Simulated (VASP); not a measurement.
Level of theory: PBEsol GGA, VASP's PBE PAW potentials (set 64) (plane waves; VASP 6.6.1).

VASP input:

**INCAR**
```
# general
SYSTEM   =  HfSiO4
PREC     =  Accurate
ENCUT    =  520   # plane-wave cut-off (eV)
LREAL    =  F
LASPH    =  T   # aspherical one-centre terms
ICHARG   =  11   # fixed density

# electronic loop
EDIFF    =  1E-7
NELM     =  100   # most electronic steps
ALGO     =  Normal
LMAXMIX  =  6

# smearing
ISMEAR   =  0
SIGMA    =  0.05

# functional
GGA      =  PS

# output
LWAVE    =  F
LCHARG   =  F
LORBIT   =  11   # lm-projected
```

File POSCAR:
```
HfSiO4
1
   -3.2806300758     3.2806300758     2.9804911333
    3.2806300758    -3.2806300758     2.9804911333
    3.2806300758     3.2806300758    -2.9804911333
Hf Si O
2 2 8
Direct
  0.0000000000   0.0000000000   0.0000000000
  0.7500000000   0.2500000000   0.5000000000
  0.2500000000   0.7500000000   0.5000000000
  0.5000000000   0.5000000000   0.0000000000
  0.1321230972   0.3174298213   0.8146932759
  0.0674298213   0.7527365455   0.6853067241
  0.5027365455   0.3174298213   0.1853067241
  0.0674298213   0.3821230972   0.3146932759
  0.6178769028   0.9325701787   0.6853067241
  0.6825701787   0.8678769028   0.1853067241
  0.2472634545   0.9325701787   0.3146932759
  0.6825701787   0.4972634545   0.8146932759
```

KPOINTS:
```
k-points along high-symmetry lines
11
Line-mode
Reciprocal
  0.000000   0.000000   0.000000 ! GAMMA
  0.000000   0.000000   0.500000 ! X

  0.000000   0.000000   0.500000 ! X
 -0.500000   0.500000   0.500000 ! M

 -0.500000   0.500000   0.500000 ! M
  0.000000   0.000000   0.000000 ! GAMMA

  0.000000   0.000000   0.000000 ! GAMMA
  0.457087   0.457087  -0.457087 ! Z

 -0.457087   0.542913   0.457087 ! Z_0
 -0.500000   0.500000   0.500000 ! M

  0.000000   0.000000   0.500000 ! X
  0.250000   0.250000   0.250000 ! P

  0.250000   0.250000   0.250000 ! P
  0.000000   0.500000   0.000000 ! N

  0.000000   0.500000   0.000000 ! N
  0.000000   0.000000   0.000000 ! GAMMA
```

POTCAR, in this order: Hf_pv Si O (PBE.64 set). Program: vasp_std. Read from the step before: CHGCAR.

The run wrote:

### OSZICAR
```
       N       E                     dE             d eps       ncg     rms          rms(c)
DAV:   1     0.467142487775E+03    0.46714E+03   -0.42417E+04  7920   0.165E+03
DAV:   2    -0.816448903469E+02   -0.54879E+03   -0.53535E+03  9923   0.390E+02
DAV:   3    -0.112485432379E+03   -0.30841E+02   -0.30646E+02  9072   0.870E+01
DAV:   4    -0.113150070281E+03   -0.66464E+00   -0.66290E+00 10296   0.133E+01
DAV:   5    -0.113161410795E+03   -0.11341E-01   -0.11331E-01  9643   0.158E+00
DAV:   6    -0.113161885334E+03   -0.47454E-03   -0.47443E-03 10608   0.280E-01
DAV:   7    -0.113161896043E+03   -0.10709E-04   -0.10708E-04  9711   0.406E-02
DAV:   8    -0.113161896546E+03   -0.50315E-06   -0.50310E-06 10176   0.763E-03
DAV:   9    -0.113161896568E+03   -0.21450E-07   -0.21435E-07  7556   0.142E-03
   1 F= -.11316190E+03 E0= -.11316190E+03  d E =-.994651E-12
```

**OUTCAR**
```
 val. band max:        3.2133763882   @ k =   0.0457   0.0457  -0.0457

 cond. band min:       8.5974921598   @ k =   0.2000   0.3000   0.2000



 k-point     1 :       0.0000    0.0000    0.0000
  band No.  band energies     occupation
      1     -25.9552      2.00000
      2     -25.9552      2.00000
      3     -25.8717      2.00000
      4     -25.8602      2.00000
      5     -25.7628      2.00000
      6     -25.7628      2.00000
      7     -15.9403      2.00000
      8     -14.8288      2.00000
      9     -14.0510      2.00000
     10     -13.9086      2.00000
     11     -13.4034      2.00000
     12     -13.4034      2.00000
     13     -13.3548      2.00000
     14     -13.3548      2.00000
     15      -4.5706      2.00000
     16      -2.9196      2.00000
     17      -2.6729      2.00000
     18      -2.2208      2.00000
     19      -2.2208      2.00000
     20      -1.3989      2.00000
     21      -1.1326      2.00000
     22      -1.0014      2.00000
     23      -0.1126      2.00000
     24       0.1543      2.00000
     25       0.1543      2.00000
     26       0.2230      2.00000
     27       0.7362      2.00000
     28       0.7362      2.00000
     29       1.5805      2.00000
     30       1.5805      2.00000
     31       2.3614      2.00000
     32       2.3614      2.00000
     33       2.4472      2.00000
     34       2.5742      2.00000
     35       2.6525      2.00000
     36       2.6525      2.00000
     37       2.6564      2.00000
     38       3.2120      2.00000
     39       9.0211      0.00000
     40       9.2310      0.00000
     41       9.3623      0.00000
     42       9.4561      0.00000
     43       9.4561      0.00000
     44      10.3823      0.00000
     45      10.5481      0.00000

 k-point     2 :       0.0000    0.0000    0.0500
  band No.  band energies     occupation
      1     -25.9560      2.00000
      2     -25.9542      2.00000
      3     -25.8696      2.00000
      4     -25.8621      2.00000
...
```

The density is held fixed in this step, so its total energy and stress have no physical meaning. Unless said otherwise, spin-orbit coupling is left out, though it shifts the bands of the heavy elements here.

The structure comes from a computed database's HfSiO4 entry (I4_1/amd); how it stands against other phases isn't given here. It was relaxed first.
